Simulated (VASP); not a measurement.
The system is GdO.

```
CELL_PARAMETERS angstrom
0.00000 2.70000 2.70000
2.70000 0.00000 2.70000
2.70000 2.70000 0.00000
ATOMIC_POSITIONS crystal
Gd 0.00000 0.00000 0.00000
O 0.25000 0.25000 0.25000
```

The cell comes from a database or a generator and needn't be the stable form of this composition.

Base run:

* Program: VASP 6.6.1
* Functional: PBEsol
* Potentials or basis: VASP PAW PBE potentials, release 64 (Gd, O)
* Cutoff: 520 eV
* k mesh: 6 × 6 × 6
* Occupations: gaussian, width 0.05 eV
* Spin: collinear spin, ferromagnetic start
* Starting moments: [7.0, 0.0] μB
* Fixed moment: 1 μB
* Hubbard terms: Gd f U = 5 eV

Its results: pressure -3.3 GPa; net moment 1.00 μB per cell; site moments Gd +0.74; O -0.01 μB.

Problem. The run is repeated on the same cell with these changes: fixed moment from 1 μB to none. What comes out?

Solution. Pressure -3.8 GPa; net moment 7.88 μB per cell; site moments Gd +7.07; O -0.01 μB.

Caveats: the PAW data sets were made with another functional, which shifts forces and pressure a little; a cell with one magnetic atom can't hold antiferromagnetic order, which such compounds often take; the moment is held away from its start (some runs); the total moment is fixed, so each spin has its own Fermi level (some runs).
